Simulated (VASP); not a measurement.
VASP ran on this input.

**INCAR**
```
! general
SYSTEM  = MgO
PREC    = Accurate
ENCUT   = 620
LREAL   = .False.
LASPH   = .True.

! electronic loop
EDIFF   = 1E-6
NELM    = 100
ALGO    = Normal

! smearing
ISMEAR  = 0
SIGMA   = 0.05

! functional
GGA     = PS

! ions
IBRION  = 2
NSW     = 40
ISIF    = 3
EDIFFG  = -0.02
PSTRESS = 450

! output
LWAVE   = .False.
LCHARG  = .False.
```

### KPOINTS
```
kpoints
0
Gamma
  11 11 11
0 0 0
```

POSCAR:
```
MgO
1.0
  2.4609520167   0.0000000000   0.0000000000
  0.0000000000   2.4609520167   0.0000000000
  0.0000000000   0.0000000000   2.4609520167
Mg O
1 1
direct
  0.0000000000   0.0000000000   0.0000000000
  0.5000000000   0.5000000000   0.5000000000
```

POTCAR, in this order: Mg O (PBE.64 set). Program: vasp_std.

Task: Translate this PBEsol calculation to Quantum ESPRESSO's pw.x.

Result: One equivalent input (not run):
```
&CONTROL
  calculation = 'vc-relax'
  pseudo_dir = './pseudo'
  outdir = './out'
  tprnfor = .true.
  tstress = .true.
  nstep = 40
  forc_conv_thr = 0.00078
/
&SYSTEM
  ibrav = 0
  nat = 2
  ntyp = 2
  ecutwfc = 84
  occupations = 'smearing'
  smearing = 'gaussian'
  degauss = 0.003675
  input_dft = 'pbesol'
/
&ELECTRONS
  conv_thr = 7.3e-08
  electron_maxstep = 100
/
&IONS
/
&CELL
  press = 450
/
ATOMIC_SPECIES
  Mg 24.305 Mg.upf
  O 15.999 O.upf
CELL_PARAMETERS angstrom
     2.4609520   -0.0000000   -0.0000000
     0.0000000    2.4609520   -0.0000000
     0.0000000   -0.0000000    2.4609520
ATOMIC_POSITIONS crystal
  Mg   0.0000000  0.0000000  0.0000000
  O    0.5000000  0.5000000  0.5000000
K_POINTS automatic
  11 11 11 0 0 0
```
What does not carry over: the potentials are each code's own (VASP's PAW set, PseudoDojo norm-conserving files in pw.x), so ENCUT and ecutwfc are chosen apart and not converted; conv_thr bounds pw.x's estimated SCF error, while EDIFF bounds the energy change between steps; forc_conv_thr acts on force components and is met together with etot_conv_thr.

The structure was generated: MgO was put into the CsCl type type (Pm-3m), which need not be its known phase. It was relaxed first under an external pressure of 45 GPa.
